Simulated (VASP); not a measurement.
Input for VASP

**KPOINTS**
```
Automatic mesh
0
Gamma
5 5 3
0 0 0
```

File POSCAR:
```
Ca3P2
1
    4.3853140000     0.0000000000     0.0000000000
   -2.1926570000     3.7977930000     0.0000000000
    0.0000000000     0.0000000000     6.8329820000
P Ca
2 3
Direct
  0.3333330000   0.6666670000   0.2467000000
  0.6666670000   0.3333330000   0.7533000000
  0.0000000000   0.0000000000   0.0000000000
  0.3333330000   0.6666670000   0.6470000000
  0.6666670000   0.3333330000   0.3530000000
```

**INCAR**
```
SYSTEM = Ca3P2
PREC = Accurate
ENCUT = 300
EDIFF = 1E-6
NELM = 100
ALGO = Normal
LREAL = .FALSE.
LASPH = .TRUE.
ISMEAR = 0
SIGMA = 0.136
GGA = PE
LWAVE = .FALSE.
LCHARG = .FALSE.
ISIF = 2
```

POTCAR, in this order: P Ca_sv (PBE.64 set). Program: vasp_std.

Translate this PBE calculation to Quantum ESPRESSO's pw.x.

One equivalent input (not run):
```
&CONTROL
  calculation = 'scf'
  pseudo_dir = './pseudo'
  outdir = './out'
  tprnfor = .true.
  tstress = .true.
/
&SYSTEM
  ibrav = 0
  nat = 5
  ntyp = 2
  ecutwfc = 68
  occupations = 'smearing'
  smearing = 'gaussian'
  degauss = 0.009996
  input_dft = 'pbe'
/
&ELECTRONS
  conv_thr = 7.3e-08
  electron_maxstep = 100
/
ATOMIC_SPECIES
  P 30.974 P.upf
  Ca 40.078 Ca.upf
CELL_PARAMETERS angstrom
     4.3853140    0.0000000    0.0000000
    -2.1926570    3.7977930    0.0000000
     0.0000000    0.0000000    6.8329820
ATOMIC_POSITIONS crystal
  P    0.3333330  0.6666670  0.2467000
  P    0.6666670  0.3333330  0.7533000
  Ca   0.0000000  0.0000000  0.0000000
  Ca   0.3333330  0.6666670  0.6470000
  Ca   0.6666670  0.3333330  0.3530000
K_POINTS automatic
  5 5 3 0 0 0
```
Limits of the translation: the potentials are each code's own (VASP's PAW set, PseudoDojo norm-conserving files in pw.x), so ENCUT and ecutwfc are chosen apart and not converted; conv_thr bounds pw.x's estimated SCF error, while EDIFF bounds the energy change between steps.

The structure was generated: Ca3P2 was put into an ordered model structure, which need not be its known phase. The cell was not relaxed at this level, and its volume differs by -5.9 % from the start's.
